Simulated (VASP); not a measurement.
OSZICAR of a VASP run on GaN (space group F-43m):

File OSZICAR:
```
       N       E                     dE             d eps       ncg     rms          rms(c)
DAV:   1     0.131585660974E+03    0.13159E+03   -0.89779E+03  3230   0.255E+03
DAV:   2     0.189007431022E+01   -0.12970E+03   -0.12285E+03  3100   0.470E+02
DAV:   3    -0.143924887315E+02   -0.16283E+02   -0.16045E+02  3320   0.139E+02
DAV:   4    -0.149341667425E+02   -0.54168E+00   -0.53915E+00  3354   0.269E+01
DAV:   5    -0.149458848429E+02   -0.11718E-01   -0.11709E-01  3494   0.388E+00    0.722E+00
DAV:   6    -0.131300032384E+02    0.18159E+01   -0.41330E+00  4706   0.487E+01    0.231E+00
DAV:   7    -0.131502320674E+02   -0.20229E-01   -0.58124E-01  3002   0.798E+00    0.181E+00
DAV:   8    -0.131423965774E+02    0.78355E-02   -0.11130E-01  4670   0.539E+00    0.111E+00
DAV:   9    -0.131274578272E+02    0.14939E-01   -0.39210E-02  4650   0.458E+00    0.241E-01
DAV:  10    -0.131279248226E+02   -0.46700E-03   -0.33795E-03  3214   0.720E-01    0.107E-01
DAV:  11    -0.131278746179E+02    0.50205E-04   -0.29495E-04  4280   0.475E-01    0.577E-02
DAV:  12    -0.131278765358E+02   -0.19179E-05   -0.42240E-05  3368   0.771E-02    0.356E-02
DAV:  13    -0.131278770609E+02   -0.52511E-06   -0.30122E-06  2908   0.194E-02
   1 F= -.13127877E+02 E0= -.13127877E+02  d E =-.131730E-10  mag=    -0.0000    -0.0000    -0.0000
       N       E                     dE             ncg
```

Question: Which electronic solver shows in the log?

Answer: It is blocked Davidson (ALGO = Normal, or the opening steps of other solvers). The INCAR had ALGO = Normal.

Question: How was spin treated?

Answer: With non-collinear spinors: mag has three components.

Question: Can the final energy be trusted as converged?

Answer: The run converged. It stopped with EDIFF = 1E-6, NELM = 100 (PBEsol GGA with spin-orbit coupling, plane waves, VASP's PBE PAW potentials (set 64)).

The structure comes from a computed database's GaN entry (F-43m); how it stands against other phases isn't given here. It was relaxed first.
